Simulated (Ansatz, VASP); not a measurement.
# LiTaS3 in two plane-wave programs

Wanted: the spread between two codes on one cell, functional and k mesh. The cell is generated by rule, not measured, and may not be a known phase. The cell is taken from a series of runs on this material, whose earlier steps may have relaxed, scaled, displaced or heated it; both programs get it as it stands.

Program: Ansatz 0.2.0. Level of theory: plane waves, with VASP 6.6.1 beside it; zone-centre phonons at PBEsol. Results are calculated unless marked as measured.

The structure was built from a prototype and need not be the compound's stable phase.

## (1) Starting point

It takes space group Pm-3m (No. 221, cubic). The conventional cell has a = 4.770 Å, b = 4.770 Å, c = 4.770 Å, α = 90.00°, β = 90.00°, γ = 90.00°. Li has 12 S at 3.37 Å nearest. Nearest to Ta lie 6 S at 2.39 Å. S has 2 Ta at 2.39 Å nearest. Farther neighbours and most contacts between anions are not listed.

As a file:

```xyz
5
Lattice="4.7703 0.0000 0.0000 0.0000 4.7703 0.0000 0.0000 0.0000 4.7703" Properties=species:S:1:pos:R:3 pbc="T T T"
Li    0.0000    0.0000    0.0000
Ta    2.3852    2.3852    2.3852
S     2.3852    2.3852    0.0000
S     2.3852    0.0000    2.3852
S     0.0000    2.3852    2.3852
```

## (2) VASP: zone-centre phonons, PBEsol

Second derivatives magnify differences that forces hide, and they need a tight electronic threshold.

Lines of VASP's logs that name or quote its potential files are left out, and so is its time.

Input file INCAR:

```
SYSTEM = LiTaS3
PREC = Accurate
ENCUT = 750
EDIFF = 1E-08
NELM = 120
ISMEAR = 1
SIGMA = 0.2
LREAL = .FALSE.
ALGO = Normal
GGA = PS
NBANDS = 22
LASPH = .TRUE.
LORBIT = 11
LWAVE = .FALSE.
LCHARG = .FALSE.
ISIF = 2
IBRION = 8
GGA_COMPAT = .FALSE.
KPAR = 2
```

Input file POSCAR:

```
LiTaS3
1.0
    4.7703316616      0.0000000000      0.0000000000
    0.0000000000      4.7703316616      0.0000000000
    0.0000000000      0.0000000000      4.7703316616
Li Ta S
1 1 3
Direct
    0.0000000000      0.0000000000      0.0000000000
    0.5000000000      0.5000000000      0.5000000000
    0.5000000000      0.5000000000      0.0000000000
    0.5000000000      0.0000000000      0.5000000000
    0.0000000000      0.5000000000      0.5000000000
```

Input file KPOINTS:

```
Automatic mesh
0
Gamma
8 8 8
0 0 0
```

Potentials, in the order of the species: Li_sv, Ta_pv and S (PBE family, release 64).

On the command line:

```
$ mpirun -np 2 vasp_std
```

Numbers of over 12 decimals in the logs are rounded to 6 here.

What it wrote:

```text
[banner, memory and clock lines left out]
running    2 mpi-ranks, on    1 nodes
 distrk:  each k-point on    1 cores,    2 groups
 distr:  one band on    1 cores,    1 groups

 POSCAR found type information on POSCAR LiTaS
 POSCAR found :  3 types and       5 ions
|                                                                             |
|               ----> ADVICE to this user running VASP <----                  |
|                                                                             |
|     You enforced a specific xc type in the INCAR file but a different       |
|     [... a line on the potential file left out ...]
|     I HOPE YOU KNOW WHAT YOU ARE DOING!                                     |
|                                                                             |

 LDA part: xc-table for (Slater+PW92), standard interpolation
 POSCAR, INCAR and KPOINTS ok, starting setup
 FFT: planning ... GRIDC
 FFT: planning ... GRID_SOFT
 FFT: planning ... GRID
 WAVECAR not read
 entering main loop
       N       E                     dE             d eps       ncg     rms          rms(c)
DAV:   1     0.246005439156E+03    0.24601E+03   -0.17565E+04  1540   0.174E+03
DAV:   2    -0.171761375790E+02   -0.26318E+03   -0.25121E+03  2002   0.332E+02
DAV:   3    -0.332032992841E+02   -0.16027E+02   -0.15700E+02  2040   0.749E+01
DAV:   4    -0.340933241445E+02   -0.89002E+00   -0.88725E+00  2560   0.152E+01
DAV:   5    -0.341097061295E+02   -0.16382E-01   -0.16374E-01  2070   0.216E+00    0.203E+01
DAV:   6    -0.316233296997E+02    0.24864E+01   -0.69682E+00  1798   0.174E+01    0.980E+00
DAV:   7    -0.314918498973E+02    0.13148E+00   -0.70355E-01  1788   0.547E+00    0.633E+00
DAV:   8    -0.314325408689E+02    0.59309E-01   -0.22151E-01  1992   0.353E+00    0.773E-01
DAV:   9    -0.314243135880E+02    0.82273E-02   -0.33665E-02  1932   0.140E+00    0.192E-01
DAV:  10    -0.314243151529E+02   -0.15649E-05   -0.31548E-03  1934   0.393E-01    0.656E-02
DAV:  11    -0.314244233880E+02   -0.10824E-03   -0.52229E-04  2246   0.129E-01    0.752E-02
DAV:  12    -0.314243688969E+02    0.54491E-04   -0.16313E-04  1940   0.891E-02    0.146E-02
DAV:  13    -0.314243685573E+02    0.33963E-06   -0.22412E-05  1896   0.332E-02    0.875E-03
DAV:  14    -0.314243681680E+02    0.38927E-06   -0.20972E-06  2302   0.896E-03    0.220E-03
DAV:  15    -0.314243681598E+02    0.82596E-08   -0.10665E-07  2002   0.226E-03    0.160E-03
DAV:  16    -0.314243681693E+02   -0.95265E-08   -0.51656E-08  1908   0.154E-03
   1 F= -.31424368E+02 E0= -.31425610E+02  d E =0.372687E-02
 Linear response reoptimize wavefunctions to high precision
DAV:   1    -0.314243681671E+02    0.22096E-08   -0.68986E-09  1620   0.450E-04
DAV:   2    -0.314243681671E+02   -0.26830E-10   -0.20596E-10  1166   0.998E-05
 Linear response DOF=           4
 Linear response progress:
  Degree of freedom:   1/  4
       N       E                     dE             d eps       ncg     rms          rms(c)
RMM:   1    -0.147689045035E+00   -0.14769E+00   -0.47150E-01  4911   0.789E+00
RMM:   2    -0.150299697975E+00   -0.26107E-02   -0.16752E-02  6263   0.443E-01    0.169E-01
RMM:   3    -0.149852989455E+00    0.44671E-03   -0.31630E-03  6759   0.176E-01    0.949E-02
RMM:   4    -0.149332856224E+00    0.52013E-03   -0.12114E-04  6544   0.555E-02    0.988E-03
RMM:   5    -0.149396609573E+00   -0.63753E-04   -0.34648E-05  6958   0.273E-02    0.262E-03
RMM:   6    -0.149555107469E+00   -0.15850E-03   -0.16909E-05  7034   0.158E-02    0.112E-03
RMM:   7    -0.149620502499E+00   -0.65395E-04   -0.12990E-05  6992   0.107E-02    0.506E-04
RMM:   8    -0.149670106376E+00   -0.49604E-04   -0.10428E-05  7088   0.863E-03    0.164E-04
RMM:   9    -0.149672189811E+00   -0.20834E-05   -0.95809E-06  7510   0.686E-03    0.139E-04
RMM:  10    -0.149672284002E+00   -0.94191E-07   -0.77123E-06  7582   0.603E-03    0.834E-05
RMM:  11    -0.149673230789E+00   -0.94679E-06   -0.74723E-06  7853   0.524E-03    0.106E-04
RMM:  12    -0.149673761089E+00   -0.53030E-06   -0.58416E-06  7339   0.470E-03    0.152E-04
RMM:  13    -0.149678524964E+00   -0.47639E-05   -0.52683E-06  6563   0.419E-03    0.104E-04
RMM:  14    -0.149678900654E+00   -0.37569E-06   -0.42841E-06  7208   0.368E-03    0.143E-04
RMM:  15    -0.149678279871E+00    0.62078E-06   -0.38440E-06  6817   0.331E-03    0.982E-05
RMM:  16    -0.149678480551E+00   -0.20068E-06   -0.33488E-06  7566   0.298E-03    0.896E-05
RMM:  17    -0.149678554285E+00   -0.73735E-07   -0.30437E-06  7302   0.272E-03    0.864E-05
RMM:  18    -0.149678685821E+00   -0.13154E-06   -0.27263E-06  7157   0.252E-03    0.868E-05
 first order change of Fermi-energy   0.48652E-04
 force on displaced ion       1 direction 1 :   0.719  -0.000   0.000
 Linear response progress:
  Degree of freedom:   2/  4
       N       E                     dE             d eps       ncg     rms          rms(c)
RMM:   1    -0.175603940164E+00   -0.17560E+00    0.11206E+01  3940   0.223E+01
RMM:   2    -0.204215536633E+00   -0.28612E-01   -0.41199E-02  5117   0.136E+00    0.195E-01
RMM:   3    -0.203506317373E+00    0.70922E-03   -0.33665E-03  6084   0.287E-01    0.103E-01
RMM:   4    -0.202761772703E+00    0.74454E-03   -0.10629E-03  6457   0.146E-01    0.246E-02
RMM:   5    -0.202703678982E+00    0.58094E-04   -0.57124E-05  6707   0.374E-02    0.196E-02
RMM:   6    -0.202528662324E+00    0.17502E-03   -0.42178E-05  7007   0.245E-02    0.389E-03
RMM:   7    -0.202543122589E+00   -0.14460E-04   -0.63708E-06  6911   0.891E-03    0.139E-03
RMM:   8    -0.202548471433E+00   -0.53488E-05   -0.16004E-06  7399   0.433E-03    0.498E-04
RMM:   9    -0.202548508477E+00   -0.37043E-07   -0.13681E-06  7809   0.207E-03    0.345E-04
RMM:  10    -0.202549960085E+00   -0.14516E-05   -0.27401E-07  7693   0.133E-03    0.828E-05
RMM:  11    -0.202550108917E+00   -0.14883E-06   -0.11641E-07  7921   0.820E-04    0.189E-05
RMM:  12    -0.202550082661E+00    0.26256E-07   -0.10446E-07  8313   0.575E-04    0.129E-05
RMM:  13    -0.202550126276E+00   -0.43615E-07   -0.21009E-07  8471   0.438E-04    0.894E-06
RMM:  14    -0.202550184507E+00   -0.58230E-07    0.70833E-09  8291   0.356E-04    0.279E-06
RMM:  15    -0.202550202359E+00   -0.17852E-07   -0.67042E-08  8671   0.301E-04    0.309E-06
RMM:  16    -0.202550214270E+00   -0.11911E-07   -0.83193E-09  8288   0.265E-04    0.124E-06
RMM:  17    -0.202550222409E+00   -0.81396E-08   -0.12695E-08  8512   0.239E-04    0.122E-06
 first order change of Fermi-energy  -0.10630E-03
 force on displaced ion       2 direction 1 :  -2.556   0.000  -0.000
 Linear response progress:
  Degree of freedom:   3/  4
       N       E                     dE             d eps       ncg     rms          rms(c)
RMM:   1    -0.120164688936E+00   -0.12016E+00   -0.69709E-02 12222   0.150E+00
RMM:   2    -0.111599829904E+00    0.85649E-02   -0.82035E-03  9966   0.402E-01    0.393E-02
RMM:   3    -0.111934406958E+00   -0.33458E-03   -0.62527E-04 10339   0.985E-02    0.259E-02
RMM:   4    -0.112240423522E+00   -0.30602E-03   -0.90291E-05 10779   0.345E-02    0.120E-02
RMM:   5    -0.112298101628E+00   -0.57678E-04   -0.11778E-05 11541   0.127E-02    0.713E-03
RMM:   6    -0.112290263303E+00    0.78383E-05   -0.23288E-06 11146   0.654E-03    0.156E-03
RMM:   7    -0.112303531489E+00   -0.13268E-04   -0.97593E-07 11642   0.275E-03    0.408E-04
RMM:   8    -0.112304175170E+00   -0.64368E-06    0.88756E-06 12298   0.143E-03    0.280E-04
RMM:   9    -0.112304132950E+00    0.42221E-07   -0.97893E-07 12403   0.739E-04    0.615E-05
RMM:  10    -0.112304432627E+00   -0.29968E-06    0.27989E-06 13002   0.431E-04    0.279E-05
RMM:  11    -0.112304371137E+00    0.61490E-07   -0.55389E-07 13238   0.299E-04    0.116E-05
RMM:  12    -0.112304268119E+00    0.10302E-06    0.91960E-07 13508   0.234E-04    0.867E-06
RMM:  13    -0.112304251666E+00    0.16453E-07   -0.42916E-07 13892   0.199E-04    0.419E-06
RMM:  14    -0.112304255711E+00   -0.40448E-08    0.29672E-07 13444   0.182E-04    0.900E-07
RMM:  15    -0.112304256448E+00   -0.73684E-09   -0.38346E-07 12017   0.173E-04    0.309E-06
RMM:  16    -0.112304259742E+00   -0.32944E-08    0.17989E-07 11421   0.168E-04    0.912E-07
RMM:  17    -0.112304257753E+00    0.19891E-08   -0.36566E-07 11217   0.166E-04    0.206E-06
RMM:  18    -0.112304262205E+00   -0.44519E-08    0.10441E-07 10900   0.165E-04    0.585E-07
RMM:  19    -0.112304258661E+00    0.35440E-08   -0.20996E-07 10454   0.164E-04    0.911E-07
RMM:  20    -0.112304261609E+00   -0.29485E-08    0.56323E-08  9951   0.163E-04    0.550E-07
 first order change of Fermi-energy  -0.11284E-03
 force on displaced ion       3 direction 1 :  -1.268   0.000   0.000
 Linear response progress:
  Degree of freedom:   4/  4
       N       E                     dE             d eps       ncg     rms          rms(c)
RMM:   1    -0.134633368174E+00   -0.13463E+00   -0.99440E-02  7260   0.189E+00
RMM:   2    -0.120665550560E+00    0.13968E-01   -0.95501E-03  5926   0.469E-01    0.251E-01
RMM:   3    -0.121069414944E+00   -0.40386E-03   -0.24689E-03  5424   0.214E-01    0.106E-01
RMM:   4    -0.121717429938E+00   -0.64801E-03   -0.60656E-04  6025   0.972E-02    0.335E-02
RMM:   5    -0.121812449313E+00   -0.95019E-04   -0.86676E-05  6051   0.465E-02    0.101E-02
RMM:   6    -0.121842871683E+00   -0.30422E-04   -0.13800E-05  6439   0.159E-02    0.612E-03
RMM:   7    -0.121867567482E+00   -0.24696E-04   -0.33157E-06  6657   0.879E-03    0.207E-03
RMM:   8    -0.121863821573E+00    0.37459E-05    0.21431E-06  6648   0.361E-03    0.116E-03
RMM:   9    -0.121864373755E+00   -0.55218E-06    0.28658E-06  7400   0.157E-03    0.585E-04
RMM:  10    -0.121865730295E+00   -0.13565E-05    0.48123E-06  7406   0.842E-04    0.172E-04
RMM:  11    -0.121866183264E+00   -0.45297E-06    0.37201E-06  7659   0.461E-04    0.901E-05
RMM:  12    -0.121866070739E+00    0.11252E-06    0.18305E-06  7619   0.324E-04    0.172E-05
RMM:  13    -0.121866066656E+00    0.40838E-08   -0.26569E-07  8048   0.229E-04    0.838E-06
RMM:  14    -0.121866051938E+00    0.14717E-07    0.23884E-07  8228   0.180E-04    0.383E-06
RMM:  15    -0.121866059387E+00   -0.74484E-08   -0.20553E-07  8274   0.158E-04    0.191E-06
RMM:  16    -0.121866055609E+00    0.37771E-08    0.16014E-07  7638   0.146E-04    0.921E-07
RMM:  17    -0.121866052514E+00    0.30959E-08   -0.37458E-07  7168   0.140E-04    0.526E-07
RMM:  18    -0.121866052352E+00    0.16175E-09    0.39095E-08  6734   0.137E-04    0.140E-06
 first order change of Fermi-energy  -0.41572E-03
 force on displaced ion       3 direction 3 :  -0.000  -0.000 -12.977
 Linear response finished
```

[end of part 1 of 2]

[Lines on the potential files, build, host, timing and source positions are cut from VASP's logs without a mark.]

[Logs are printed without paths, hosts, clocks, repeated set-up lines and the standing remarks that a program may print on its own settings, such as how far it seeks lower states.]

[Hosts, paths, dates, database ids (printed as entryN), source tags and the programs' standing remarks are cut or masked in the printed files.]
